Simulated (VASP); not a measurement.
A convergence study with VASP on BP (zinc blende): one setting is varied, all else stays as given below, so the limit is that of these other settings. Each run relaxes cell and ions from the cell shown.

```xyz
2
Lattice="0.0000 2.2700 2.2700 2.2700 0.0000 2.2700 2.2700 2.2700 0.0000" Properties=species:S:1:pos:R:3 pbc="T T T"
B      0.0000     0.0000     0.0000
P      1.1350     1.1350     1.1350
```

Level of theory: PBE GGA, VASP's PBE PAW potentials (set 64) (plane waves; VASP). The tightest run used: 700 eV cut-off, 14×14×14 Γ-centred mesh, Gaussian smearing of 0.050 eV, potentials B P.

Gaps are read on the run's mesh, which can miss a band edge.

**Question.** The settings run are 2×2×2 mesh; 3×3×3 mesh; 4×4×4 mesh; 5×5×5 mesh; 6×6×6 mesh; 7×7×7 mesh; 9×9×9 mesh; 10×10×10 mesh; 11×11×11 mesh; 12×12×12 mesh; 13×13×13 mesh; 14×14×14 mesh. From which on does the relaxed volume stay within 0.1 Å³/atom of the tightest run?

**Answer.** From 4×4×4 mesh on: it is off by 0.079 there and by no more than 0.1 in any finer run, while 3×3×3 mesh is off by 0.262.
```tsv
setting	relaxed volume (Å³/atom)	E (eV/atom)	gap on the mesh (eV)	irreducible k-points	difference judged (Å³/atom)
2×2×2 mesh	12.929	-5.0830	1.366	3	1.182
3×3×3 mesh	12.009	-6.1579	1.362	4	0.262
4×4×4 mesh	11.826	-6.3815	1.336	8	0.079
5×5×5 mesh	11.774	-6.4405	1.243	10	0.027
6×6×6 mesh	11.756	-6.4581	1.342	16	0.009
7×7×7 mesh	11.750	-6.4638	1.248	20	0.003
9×9×9 mesh	11.747	-6.4664	1.265	35	0.000
10×10×10 mesh	11.747	-6.4666	1.247	47	0.000
11×11×11 mesh	11.747	-6.4667	1.280	56	0.000
12×12×12 mesh	11.747	-6.4667	1.244	72	0.000
13×13×13 mesh	11.747	-6.4668	1.262	84	0.000
14×14×14 mesh	11.747	-6.4668	1.249	104	0.000
```

Left out are rungs that failed or repeat a setting and relaxations that didn't move; long series are thinned to 24 rows.

The compound is BP in the zinc blende structure.
